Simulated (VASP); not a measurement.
Input:

```xyz
3
Lattice="0.0000 3.0000 3.0000 3.0000 0.0000 3.0000 3.0000 3.0000 0.0000" Properties=species:S:1:pos:R:3 pbc="T T T"
Li     1.5000     1.5000     1.5000
Li     4.5000     4.5000     4.5000
Se     0.0000     0.0000     0.0000
```

Computed with PBE GGA, VASP's PBE PAW potentials (set 64) (plane waves; VASP). Run with 600 eV cut-off, 6×6×6 Γ-centred mesh, Gaussian smearing of 0.050 eV, potentials Li_sv Se.

Energy and stress use the plane-wave basis of the starting cell.

Question: The ions, cell shape and volume at an external pressure of 30.0 GPa are relaxed. Give the cell that the relaxation ends in.

Answer: 
```xyz
3
Lattice="0.0000 2.6242 2.6242 2.6242 0.0000 2.6242 2.6242 2.6242 0.0000" Properties=species:S:1:pos:R:3 pbc="T T T"
Li     1.3121     1.3121     1.3121
Li     3.9364     3.9364     3.9364
Se     0.0000     0.0000     0.0000
```
Space group Fm-3m (225), at a tolerance of 0.03 Å.

Question: How do energy and volume change from the first to the last step?

Answer: The energy (σ→0) changes by +400.7 meV/atom and the volume by -33.1 %, in 3 ionic steps.

The compound is Li2Se in the antifluorite structure. This run relaxes it under an external pressure of 30 GPa. Symmetry was kept, so distortions that lower it aren't found.
